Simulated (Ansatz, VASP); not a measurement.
## Re (Rhenium) in two plane-wave programs

Aim: how closely do two programs agree when they are given the same cell, functional and k mesh? The cell is taken from a series of runs on this material, whose earlier steps may have relaxed, scaled, displaced or heated it; both programs get it as it stands.

Program: Ansatz 0.2.0. Level of theory: plane waves, with VASP 6.6.1 beside it; zone-centre phonons at LDA. Results are calculated unless marked as measured.

### 1. Set-up

Symmetry: P6_3/mmc, No. 194, hexagonal system. Conventional cell: a = 2.662 Å, b = 2.662 Å, c = 4.297 Å, α = 90.00°, β = 90.00°, γ = 120.00°. Nearest to Re lie 12 Re at 2.64 to 2.66 Å.

### 2. VASP: zone-centre phonons, LDA

Second derivatives magnify differences that forces hide, and they need a tight electronic threshold.

Lines of VASP's logs that name or quote its potential files are left out, and so is its time.

INCAR

```
SYSTEM = Re
PREC = Accurate
ENCUT = 600
EDIFF = 1E-08
NELM = 120
ISMEAR = 1
SIGMA = 0.2
LREAL = .FALSE.
ALGO = Normal
GGA = CA
NBANDS = 13
LASPH = .TRUE.
LORBIT = 11
LWAVE = .FALSE.
LCHARG = .FALSE.
ISIF = 2
IBRION = 8
GGA_COMPAT = .FALSE.
KPAR = 2
```

POSCAR

```
Re
1.0
    2.6618969975      0.0000000000      0.0000000000
   -1.3309484987      2.3052704221      0.0000000000
    0.0000000000      0.0000000000      4.2970544021
Re
2
Direct
    0.3333333333      0.6666666667      0.2500000000
    0.6666666667      0.3333333333      0.7500000000
```

KPOINTS

```
Automatic mesh
0
Gamma
18 18 12
0 0 0
```

The projector-augmented-wave data sets are Re (LDA family, release 64).

On the command line:

```bash
$ mpirun -np 2 vasp_std
```

Numbers of over 12 decimals in the logs are rounded to 6 here.

The program printed:

```text
[banner, memory and clock lines left out]
running    2 mpi-ranks, on    1 nodes
 distrk:  each k-point on    1 cores,    2 groups
 distr:  one band on    1 cores,    1 groups

 POSCAR found type information on POSCAR Re
 POSCAR found :  1 types and       2 ions
 LDA part: xc-table for (Slater(with rela. corr.)+CA(PZ))
 , standard interpolation
 POSCAR, INCAR and KPOINTS ok, starting setup
 FFT: planning ... GRIDC
 FFT: planning ... GRID_SOFT
 FFT: planning ... GRID
 WAVECAR not read
 entering main loop
       N       E                     dE             d eps       ncg     rms          rms(c)
DAV:   1     0.130719323755E+03    0.13072E+03   -0.64888E+03  7393   0.126E+03
DAV:   2    -0.193296323371E+02   -0.15005E+03   -0.13177E+03 10408   0.460E+02
DAV:   3    -0.283424500940E+02   -0.90128E+01   -0.78381E+01 11133   0.155E+02
DAV:   4    -0.285222670477E+02   -0.17982E+00   -0.17679E+00 11076   0.131E+01
DAV:   5    -0.285232860334E+02   -0.10190E-02   -0.10187E-02 11046   0.161E+00    0.520E+01
DAV:   6    -0.275902061374E+02    0.93308E+00   -0.59253E-01 11471   0.129E+01    0.247E+01
DAV:   7    -0.272349784617E+02    0.35523E+00   -0.51413E-01 11514   0.115E+01    0.637E-01
DAV:   8    -0.272275096080E+02    0.74689E-02   -0.44194E-03 10613   0.648E-01    0.153E-01
DAV:   9    -0.272264211169E+02    0.10885E-02   -0.59242E-04 10216   0.268E-01    0.459E-02
DAV:  10    -0.272264362686E+02   -0.15152E-04   -0.52335E-05 11261   0.646E-02    0.223E-02
DAV:  11    -0.272264341701E+02    0.20985E-05   -0.80678E-07 11114   0.175E-02    0.171E-03
DAV:  12    -0.272264341288E+02    0.41326E-07   -0.21771E-08  8405   0.212E-03    0.104E-03
DAV:  13    -0.272264341269E+02    0.18140E-08   -0.31016E-09  5922   0.119E-03
   1 F= -.27226434E+02 E0= -.27226563E+02  d E =0.387196E-03
 Linear response reoptimize wavefunctions to high precision
DAV:   1    -0.272264341271E+02   -0.12005E-09   -0.30202E-09  8032   0.764E-04
DAV:   2    -0.272264341271E+02   -0.40018E-10   -0.20593E-10  5477   0.342E-04
 Linear response DOF=           2
 Linear response progress:
  Degree of freedom:   1/  2
       N       E                     dE             d eps       ncg     rms          rms(c)
RMM:   1    -0.904663434090E-01   -0.90466E-01    0.27901E-02 30660   0.239E+01
RMM:   2    -0.144051296993E+00   -0.53585E-01   -0.51039E-02 50148   0.218E+00    0.127E-01
RMM:   3    -0.144247372605E+00   -0.19608E-03   -0.43841E-03 55982   0.494E-01    0.906E-02
RMM:   4    -0.143600446717E+00    0.64693E-03   -0.63091E-04 51747   0.227E-01    0.123E-02
RMM:   5    -0.143641375380E+00   -0.40929E-04   -0.34959E-05 55040   0.565E-02    0.876E-03
RMM:   6    -0.143657517788E+00   -0.16142E-04   -0.20464E-06 54126   0.165E-02    0.426E-03
RMM:   7    -0.143662971271E+00   -0.54535E-05   -0.82974E-07 52626   0.699E-03    0.167E-03
RMM:   8    -0.143664249731E+00   -0.12785E-05    0.22941E-08 56449   0.327E-03    0.454E-04
RMM:   9    -0.143663384301E+00    0.86543E-06   -0.82898E-08 57646   0.114E-03    0.828E-05
RMM:  10    -0.143663308196E+00    0.76105E-07   -0.50400E-08 57980   0.572E-04    0.270E-05
RMM:  11    -0.143663355326E+00   -0.47130E-07   -0.23196E-08 58634   0.423E-04    0.158E-05
RMM:  12    -0.143663348027E+00    0.72988E-08   -0.37399E-08 57292   0.396E-04    0.365E-06
 first order change of Fermi-energy  -0.15901E-04
 force on displaced ion       1 direction 1 :  -6.416   0.001   0.000
 Linear response progress:
  Degree of freedom:   2/  2
       N       E                     dE             d eps       ncg     rms          rms(c)
RMM:   1    -0.131993907168E+00   -0.13199E+00    0.24710E-02 10686   0.251E+01
RMM:   2    -0.189808711808E+00   -0.57815E-01   -0.44670E-02 15854   0.244E+00    0.209E-01
RMM:   3    -0.191326185449E+00   -0.15175E-02   -0.17153E-02 18689   0.889E-01    0.118E-01
RMM:   4    -0.191011155957E+00    0.31503E-03    0.91450E-05 18506   0.192E-01    0.726E-02
RMM:   5    -0.191358752203E+00   -0.34760E-03    0.69420E-05 18605   0.141E-01    0.113E-02
RMM:   6    -0.191390542162E+00   -0.31790E-04   -0.64874E-05 17850   0.396E-02    0.698E-03
RMM:   7    -0.191373627230E+00    0.16915E-04    0.80678E-05 18055   0.169E-02    0.338E-03
RMM:   8    -0.191390391462E+00   -0.16764E-04    0.11816E-05 18418   0.102E-02    0.944E-04
RMM:   9    -0.191391672742E+00   -0.12813E-05    0.63769E-06 18129   0.377E-03    0.173E-04
RMM:  10    -0.191392405931E+00   -0.73319E-06   -0.12248E-05 19630   0.147E-03    0.752E-05
RMM:  11    -0.191391064635E+00    0.13413E-05    0.22330E-06 18304   0.696E-04    0.141E-05
RMM:  12    -0.191391341835E+00   -0.27720E-06   -0.14297E-07 20365   0.463E-04    0.849E-06
RMM:  13    -0.191391303126E+00    0.38709E-07   -0.22998E-07 20029   0.404E-04    0.344E-06
RMM:  14    -0.191391293158E+00    0.99685E-08   -0.16469E-07 20198   0.392E-04    0.714E-07
RMM:  15    -0.191391285381E+00    0.77768E-08   -0.12880E-07 22490   0.392E-04    0.429E-07
RMM:  16    -0.191391286990E+00   -0.16095E-08   -0.14036E-07 21923   0.391E-04    0.136E-07
RMM:  17    -0.191391286258E+00    0.73200E-09   -0.13841E-07 20969   0.392E-04    0.401E-08
 first order change of Fermi-energy   0.83027E-04
 force on displaced ion       1 direction 3 :  -0.000   0.000  -9.332
 Linear response finished
```

Parts of OUTCAR (step 2):

```text
ion  position               nearest neighbor table
   1  0.333  0.667  0.250-   2 2.64   2 2.64   2 2.64   2 2.64   2 2.64   2 2.64
   2  0.667  0.333  0.750-   1 2.64   1 2.64   1 2.64   1 2.64   1 2.64   1 2.64

  LATTYP: Found a hexagonal cell.
 ALAT       =     2.6618969975
 C/A-ratio  =     1.6142827488

 Subroutine GETGRP returns: Found 24 space group operations
 (whereof 12 operations were pure point group operations)

The static configuration has the point symmetry D_3d.
 The point group associated with its full space group is D_6h.

 Found    259 irreducible k-points:

   k-points           NKPTS =    259   k-points in BZ     NKDIM =    259   number of bands    NBANDS=     13

   dimension x,y,z NGX =    24 NGY =   24 NGZ =   36
   dimension x,y,z NGXF=    48 NGYF=   48 NGZF=   72

   ENCUT  =  600.0 eV  44.10 Ry    6.64 a.u.   5.32  5.32  8.58*2*pi/ulx,y,z

   NELECT =      14.0000    total number of electrons

 k-points in reciprocal lattice and weights: Automatic mesh
   0.00000000  0.00000000  0.00000000       0.000
   0.05555556  0.00000000  0.00000000       0.002
   0.11111111  0.00000000  0.00000000       0.002
   0.16666667  0.00000000  0.00000000       0.002
   0.22222222 -0.00000000  0.00000000       0.002
   0.27777778  0.00000000  0.00000000       0.002
   0.33333333  0.00000000  0.00000000       0.002
   0.38888889  0.00000000  0.00000000       0.002
   0.44444444 -0.00000000  0.00000000       0.002
[...]
0.33333333  0.27777778  0.50000000       0.003
   0.33333333  0.33333333  0.50000000       0.001

 average (electrostatic) potential at core
       1 -37.7526       2 -37.7526

  Total        7.2034278      7.2034278      7.1778810      0.0000000     -0.0000000      0.0000000
  in kB      437.6891824    437.6891824    436.1369292      0.0000000     -0.0000000      0.0000000
  external PRESSURE =     437.1717647 kB  Pullay stress =       0.0000000 kB

  energy-cutoff  :      600.00
  volume of cell :       26.37
      direct lattice vectors                 reciprocal lattice vectors
     2.661896997  0.000000000  0.000000000     0.375671937  0.216894294  0.000000000
    -1.330948499  2.305270422  0.000000000     0.000000000  0.433788587  0.000000000
     0.000000000  0.000000000  4.297054402     0.000000000  0.000000000  0.232717556

 POSITION                                       TOTAL-FORCE (eV/Angst)
 -----------------------------------------------------------------------------------
     -0.00000      1.53685      1.07426         0.000000     -0.000000      0.000000
      1.33095      0.76842      3.22279        -0.000000      0.000000      0.000000
 -----------------------------------------------------------------------------------
    total drift:                               -0.000000      0.000000     -0.000000

 Eigenvectors and eigenvalues of the dynamical matrix
 ----------------------------------------------------

   1 f  =    4.949477 THz    31.098484 2PiTHz  165.096798 cm-1    20.469385 meV
             X         Y         Z           dx          dy          dz
     -0.000000  1.536847  1.074264     0.000000    0.000000    0.707107
      1.330948  0.768423  3.222791    -0.000000    0.000000   -0.707107

   2 f  =    4.103807 THz    25.784979 2PiTHz  136.888263 cm-1    16.971974 meV
             X         Y         Z           dx          dy          dz
     -0.000000  1.536847  1.074264     0.461540    0.535706    0.000000
      1.330948  0.768423  3.222791    -0.461540   -0.535706   -0.000000

   3 f  =    4.103807 THz    25.784979 2PiTHz  136.888263 cm-1    16.971974 meV
             X         Y         Z           dx          dy          dz
     -0.000000  1.536847  1.074264     0.535706   -0.461540   -0.000000
      1.330948  0.768423  3.222791    -0.535706    0.461540    0.000000

   4 f  =    0.000000 THz     0.000000 2PiTHz    0.000001 cm-1     0.000000 meV
             X         Y         Z           dx          dy          dz
     -0.000000  1.536847  1.074264     0.038562    0.702047   -0.075120
      1.330948  0.768423  3.222791     0.038562    0.702047   -0.075120

   5 f  =    0.000000 THz     0.000000 2PiTHz    0.000001 cm-1     0.000000 meV
             X         Y         Z           dx          dy          dz
     -0.000000  1.536847  1.074264     0.706054   -0.038288    0.004621
      1.330948  0.768423  3.222791     0.706054   -0.038288    0.004621

   6 f/i=    0.000000 THz     0.000001 2PiTHz    0.000003 cm-1     0.000000 meV
             X         Y         Z           dx          dy          dz
     -0.000000  1.536847  1.074264     0.000520   -0.075261   -0.703090
      1.330948  0.768423  3.222791     0.000520   -0.075261   -0.703090

 ELASTIC MODULI CONTR FROM IONIC RELAXATION (kBar)
 Direction    XX          YY          ZZ          XY          YZ          ZX
 --------------------------------------------------------------------------------
 XX        -321.0928    321.0928      0.0000     -0.0000      0.0000     -0.0000
 YY         321.0928   -321.0928     -0.0000     -0.0000      0.0000      0.0000
 ZZ           0.0000     -0.0000     -0.0000     -0.0000      0.0000      0.0000
 XY          -0.0000     -0.0000     -0.0000   -321.0928      0.0000     -0.0000
 YZ           0.0000      0.0000      0.0000      0.0000      0.0000      0.0000
 ZX          -0.0000      0.0000      0.0000     -0.0000      0.0000     -0.0000
 --------------------------------------------------------------------------------
```

The data set Re keeps the semicore shell frozen, which is cheaper and a little less accurate.

### 3. Ansatz: zone-centre phonons, LDA

Ansatz runs on its PAW soft_1 files.

The same cell, functional (in two slightly different forms), mesh and smearing now go to Ansatz, which takes its cutoff from its data sets.

input.yaml

```yaml
crystal:
  lattice:
    - [2.6618969975, 0.0, 0.0]
    - [-1.3309484987, 2.3052704221, 0.0]
    - [0.0, 0.0, 4.2970544021]
  atoms:
    - { symbol: Re, position: [0.3333333333, 0.6666666667, 0.25] }
    - { symbol: Re, position: [0.6666666667, 0.3333333333, 0.75] }
kpoints:
  mp_grid: { grid: [18, 18, 12] }
hamiltonian:
  xc: lda
  pseudopotentials: { kind: paw, azcp: { folder: soft_1 }, xc_functional: pbe }
scf:
  occupations: { method: methfessel_paxton, width: 0.2 }
output:
  eigenvalues: true
phonons:
  method: dfpt
```

On the command line:

```bash
$ ansatz run input.yaml --threads 4 --pin off --max-ram 10240MiB --backend cpu --events-out ev --progress --plain --runs-dir out
```

The program printed:

```text
zone centre: on kpoints.mp_grid the ground state, and the responses unless they are solved on pairs of k-points, stand on 637 of the mesh's 3888 k-points, reduced under 4 symmetry operations, with k and −k counted as one. Each operation leaves every solved displacement unchanged or reverses it
Engine: ansatz 0.2.0, aarch64-unknown-linux-gnu
Pseudopotentials: kind: paw
Pseudopotential: Re, paw, valence charge 15, recommended cutoff 420 eV (normal), soft_1/Re.paw.azcp
Functional definition: SPW92
  exchange = slater_x
  correlation = pw_c
Crystal: 2 atoms, lattice volume = 26.368 Å³
Basis set: ecut = 420 eV, 537 PW (Γ), exchange–correlation on 36×36×60 points (8 copies of the dense FFT grid, shifted against one another)
Bands: 19, of which v1, the nominal top of the filled ones, is band 15 counted from 1 (14 counted from 0)
Symmetry: 24 space group operations
k-points: 637 of 3888 (irreducible under 4 space group operations, time reversal used)
Non-local potential: Re, projectors of the file, l = 0: 3, l = 1: 2, l = 2: 2, l = 3: 1
PAW form: soft (Blöchl's): semilocal exchange-correlation on the pseudo side does not see the compensation charge
PAW frozen core: Re, regenerated for the run's functional, and the local potential with it (the file was generated under x = pbe(κ = 0.804, μ = 0.219515), c = pbe(β = 0.066725))
PAW one-centre angular grid: Re, 590 points (default); XC on 64 Gauss nodes
Initial density: superposition of atomic densities (chi_scale 0.1, normalization cell)
Initial wavefunctions: pseudopotential atomic-orbital guess
Functional: x = slater, c = lda
SCF iter   1: F=—  HF=-21217.203404 eV  |F-HF|=—  |Δ(HF+E_count)|=         —  Δρ=5.76e-2  dr2=7.22e-1  ethr=3.10e-3  ⟨swp⟩=4.8  Hψ=48675  notcnv=0
preconditioner: auto → none  [metal: Δε(μ)=0.003 eV  Ē_g=7.201 eV  σ=0.200 eV  W_gap=0.01  n_scr=8 (ndim 8)  ℏωp=27.1 eV  f_vac=0.000  D(μ)=1.34/eV (n_scr^D=10)  sad-step TF]
SCF iter   2: F=—  HF=-21216.987464 eV  |F-HF|=—  |Δ(HF+E_count)|=   2.16e-1  S|Δr|=    0.00e0  Δρ=3.34e-2  dr2=2.31e-1  ethr=2.41e-3  ⟨swp⟩=2.0  Hψ=19418  notcnv=0  defer=20
SCF iter   3: F=—  HF=-21216.890689 eV  |F-HF|=—  |Δ(HF+E_count)|=   9.68e-2  S|Δr|=    0.00e0  Δρ=1.42e-3  dr2=2.57e-4  ethr=7.71e-4  ⟨swp⟩=3.0  Hψ=23394  notcnv=0  defer=20
SCF iter   4: F=—  HF=-21216.890782 eV  |F-HF|=—  |Δ(HF+E_count)|=   9.28e-5  S|Δr|=    0.00e0  Δρ=1.86e-4  dr2=9.32e-6  ethr=8.58e-7  ⟨swp⟩=2.0  Hψ=16761  notcnv=0  defer=20
SCF iter   5: F=—  HF=-21216.890780 eV  |F-HF|=—  |Δ(HF+E_count)|=   2.04e-6  S|Δr|=    0.00e0  Δρ=2.50e-5  dr2=1.26e-7  ethr=3.11e-8  ⟨swp⟩=2.0  Hψ=16647  notcnv=0  defer=20
SCF iter   6: F=—  HF=-21216.890779 eV  |F-HF|=—  |Δ(HF+E_count)|=   1.09e-6  S|Δr|=    0.00e0  Δρ=5.50e-6  dr2=5.64e-9  ethr=4.19e-10  ⟨swp⟩=2.0  Hψ=17014  notcnv=0  defer=20
SCF iter   7: F=—  HF=-21216.890779 eV  |F-HF|=—  |Δ(HF+E_count)|=   1.25e-9  S|Δr|=    0.00e0  Δρ=9.78e-7  dr2=1.44e-10  ethr=1.88e-11  ⟨swp⟩=2.8  Hψ=21503  notcnv=0  defer=20
SCF iter   8: F=-21216.890779 eV  HF=-21216.890779 eV  |F-HF|=3.64e-12  |Δ(HF+E_count)|=  1.46e-11  S|Δr|=    0.00e0  Δρ=4.86e-8  dr2=2.14e-13  ethr=1.00e-12  ⟨swp⟩=5.9  Hψ=50594  notcnv=0
SCF 1 converged in 8 iterations: F = -21216.890779 eV  dr2 = 2.14e-13
  greatest PAW one-centre occupation: 0.999 electrons in one spin orbital (limit 2), on the Re atom at site 1 (counted from 0), in its partial waves of l = 0
DFPT response loops at Γ: preconditioner auto → Kerker (q_TF=auto, 2.788 Å⁻¹) (partly filled bands, converged f_vac=0.000); β = 1.00, the filter's whole step (`scf.mixing.beta` (0.50) is not read by the response loops under this deck's `scf.mixing.preconditioner`; to damp them name `kerker` or `kerker_dos`, under which they read `scf.mixing.beta`, and type it under 1.00, their step now; both keys bind the ground state too); Broyden in place of MSR1
SCF converged after 8 iterations
Stability not checked: this state was not tested for a lower state beside it, because cold or Methfessel-Paxton smearing, or corrected tetrahedra, fill the levels in a way that the test cannot read (fill_not_monotonic; see scf.lower_state_search)
Free energy (F): -21216.890779 eV
Harris-Foulkes:  -21216.890779 eV  (|F-HF|=3.64e-12)
Internal energy: -21216.891228 eV  (E = F + TS)
E sigma→0 (E₀):  -21216.890891 eV
Entropy (-TS):   0.000450 eV (0.225 meV/atom)
Fermi energy:    26.882360 eV
Step filling:    the computed levels leave a gap of 0.0019 eV = 0.0 smearing widths at the electron count; against every level under it full and every level over it empty, smearing changes F+E_penalty+E_count by +0.244 meV and its σ→0 estimate by +0.131 meV
--- Per-component energies (eV) ---
  E_band       = -60.585584
  E_kinetic    = 1062.214328
  E_local      = -1375.484803  (includes V_loc(G=0)·N_el)
  E_nonlocal   = 173.151208
  E_hartree    = 491.614741
  E_xc         = -713.611670
  E_vxc        = -587.850178  (∫ρ·V_xc dr)
  E_paw        = -16894.502022  (= ΣΔE_a)
  E_vpaw       = -315.845741  (= ΣTr[D̂ρ^β])
  E_aug_tail   = 0.000119  (compensation charges beyond the density's cutoff)
  E_ewald      = -3960.911468
  E_core_change = 0.638340  (= ΣΔE_core)
  E_smearing   = 0.000450  (= −TS)
  E_closure    = -0.000000  (closes the sum)
  Σ components = -21216.890779   (vs F -21216.890779, Δ=0.00e0)
--- Band table (eV; the first three rows and the last of 637) ---
  k-point 0: bands = [... 11 lower, 24.9732, 24.9948, 25.9683, 25.9683, 27.0422, 27.0422, 27.9479, 30.7503]
  k-point 1: bands = [... 11 lower, 24.9223, 24.9368, 25.9044, 25.9044, 27.1841, 27.1841, 27.6720, 30.7703]
  k-point 2: bands = [... 11 lower, 24.8142, 24.8142, 25.7317, 25.7317, 26.9650, 27.5599, 27.5599, 30.8013]
  k-point 636: bands = [... 11 lower, 23.1557, 24.5470, 24.5470, 26.6017, 26.6017, 31.5287, 31.5287, 34.2892]
--- Phonons (Γ-DFPT): 2 representative perturbations + reference, on 637 of 3888 k-points (Σ response iterations 5) ---
  k mesh reduced under 4 symmetry operations, with k and −k counted as one. Each operation leaves every solved displacement unchanged or reverses it
  ASR residual: 7.860e-5 → 0.000e0 eV/Å²; symmetrization residual: 7.438e-10 eV/Å²
  ASR residual per site (eV/Å²): 7.86e-5 7.86e-5
  Γ frequencies (cm⁻¹): 0.00 0.00 0.00 138.19 138.19 168.08
  non-analytic LO–TO correction: not included (Born effective charges unavailable; polar crystals: no LO–TO splitting at Γ)
```

### 4. Differences

Known differences besides the potentials themselves: the two LDA forms differ slightly; the data sets hold 30 valence electrons in Ansatz (on its PAW soft_1 files) and 14 in VASP; the cutoff is 420 eV in Ansatz and 600 eV in VASP; VASP's log shows a relativistic correction to its local exchange, Ansatz's none. Total energies have different zeros and are not compared.

The two programs side by side:

| quantity | Ansatz | VASP | difference |
| --- | --- | --- | --- |
| optical mode 1 to 2 (cm⁻¹) | 138.2 | 136.9 | +0.95 % |
| optical mode 3 (cm⁻¹) | 168.1 | 165.1 | +1.81 % |

Modes are paired by rising frequency, not by their patterns, so a pair may set unlike modes beside each other; they are those without the splitting of longitudinal modes.

### 5. Summary of results

```json
{
  "r.m.s. difference of the optical zone-centre modes, each program's sorted by frequency (zone-centre phonons, LDA)": "2.0 cm⁻¹",
  "difference in optical mode 3 (zone-centre phonons, LDA)": "+1.8 %"
}
```

**Reading.** The r.m.s. difference of the optical zone-centre modes, each program's sorted by frequency is 2.0 cm⁻¹ (zone-centre phonons, LDA). The data sets hold unlike numbers of valence electrons (30 in Ansatz and 14 in VASP), so part of the differences comes from the potentials. Among the rows given in per cent, the largest difference of the zone-centre phonons, LDA pair is in optical mode 3, +1.8 %. Such differences can come from data sets, numerical settings and the points named under the comparisons, not from the functional's error against experiment.

[Lines on the potential files, build, host, timing and source positions are cut from VASP's logs without a mark.]

[Logs are printed without paths, hosts, clocks, repeated set-up lines and the standing remarks that a program may print on its own settings, such as how far it seeks lower states.]

[Hosts, paths, dates, database ids (printed as entryN), source tags and the programs' standing remarks are cut or masked in the printed files.]
